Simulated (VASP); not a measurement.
# Au$_{2}$SrSi$_{2}$ (space group I4/mmm): computed properties

Method: PBEsol GGA, VASP's PBE PAW potentials (set 64) (plane waves; VASP).

```
Property                                                                                                 Value
----------------------------------  --------------------------------------------------------------------------
space group                                                                                       I4/mmm (139)
cell                                a = 4.389 Å, b = 4.389 Å, c = 10.060 Å, α = 90.00°, β = 90.00°, γ = 90.00°
volume per atom                                                                                  19.38 Å³/atom
band gap (over mesh and band path)                                    none (metal, semimetal or under 0.01 eV)
density                                                                                             9.22 g/cm³
```

```xyz
5
Lattice="-2.1946 2.1946 5.0298 2.1946 -2.1946 5.0298 2.1946 2.1946 -5.0298" Properties=species:S:1:pos:R:3 pbc="T T T"
Sr     0.0000     0.0000    10.0595
Si     0.0000     0.0000     6.2189
Si     2.1946     2.1946    -1.1891
Au     0.0000     2.1946     2.5149
Au     2.1946     0.0000     2.5149
```

Unless said otherwise, spin-orbit coupling is left out, though it shifts the bands of the heavy elements here.

The structure comes from a computed database's Au2SrSi2 entry (I4/mmm); how it stands against other phases isn't given here. It was relaxed first. Symmetry was kept, so distortions that lower it aren't found.
